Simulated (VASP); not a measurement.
Input:

```xyz
2
Lattice="0.0000 2.2521 2.2521 2.2521 0.0000 2.2521 2.2521 2.2521 0.0000" Properties=species:S:1:pos:R:3 pbc="T T T"
Ga     0.0000     0.0000     0.0000
N      1.1260     1.1260     1.1260
```

Level of theory: PBE GGA, VASP's PBE PAW potentials (set 64) (plane waves; VASP). Numerical set-up: 520 eV cut-off, 10×10×10 Γ-centred mesh, Gaussian smearing of 0.050 eV, potentials Ga_d N.

Problem. Give the stress tensor in GPa (positive for a compressed cell).

Solution. 
```
5.43  0.00  0.00
0.00  5.43  0.00
0.00  0.00  5.43
```
The pressure is its mean diagonal, 5.43 GPa.

The compound is GaN in the zinc blende structure, a metastable form; wurtzite is the usual one. This cell is one point of a volume scan, at 0.97 of the reference volume.
